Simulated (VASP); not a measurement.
## ZnO (relaxed from the litharge structure, space group P4/nmm): computed properties

Calculation: r2SCAN meta-GGA, VASP's PBE PAW potentials (set 64) (plane waves; VASP).

```yaml
space_group: P4/nmm (129)
cell: a = b = 3.9757 Å, c = 3.5721 Å, α = β = γ = 90.00°
volume_per_atom: 14.12 Å³/atom
band gap (over mesh and band path): 0.10 eV
smallest direct gap (over mesh and band path): 1.78 eV
band_edge_character_without_spin_orbit_coupling: indirect, A to Γ
band_gap_with_spin_orbit_coupling: 0.10 eV
density: 4.79 g/cm³
```

```
ZnO
1.0
    3.97569     0.00000     0.00000
    0.00000     3.97569     0.00000
    0.00000     0.00000     3.57213
Zn O
2 2
Cartesian
  1.98784   0.00000   0.15719
  0.00000   1.98784   3.41494
  0.00000   0.00000   0.00000
  1.98784   1.98784   0.00000
```

The structure was generated: ZnO was put into the litharge type (P4/nmm), which need not be its known phase. It was relaxed first, which changed the volume by +33 %. Symmetry was kept, so distortions that lower it aren't found.
